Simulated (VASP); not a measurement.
Given:

```
TiZr3C4
1.0
    0.00000     2.29582     2.29582
    2.29582     0.00000     2.29582
    9.15810     9.15810     0.02518
Zr C Ti
3 4 1
Direct
  0.01050   0.01050   0.99212
  0.00000   0.00000   0.25000
  0.98950   0.98950   0.50788
  0.50511   0.50511   0.12117
  0.49489   0.49489   0.37883
  0.48467   0.48467   0.63650
  0.51533   0.51533   0.86350
  0.00000   0.00000   0.75000
```

All values below come from PBEsol GGA, VASP's PBE PAW potentials (set 64) (plane waves; VASP). Settings: 520 eV cut-off, Gaussian smearing of 0.050 eV, potentials Zr_sv C Ti_sv.

### Question
Predict the band gap (along the path) with the smallest direct gap where there is one.

### Answer

```
Item                                                          Value
-------------------------  ----------------------------------------
band gap (along the path)  none (metal, semimetal or under 0.01 eV)
```

The structure was generated: TiZr3C4 was put into an ordered model structure (R-3m), which need not be its known phase. It was relaxed first.
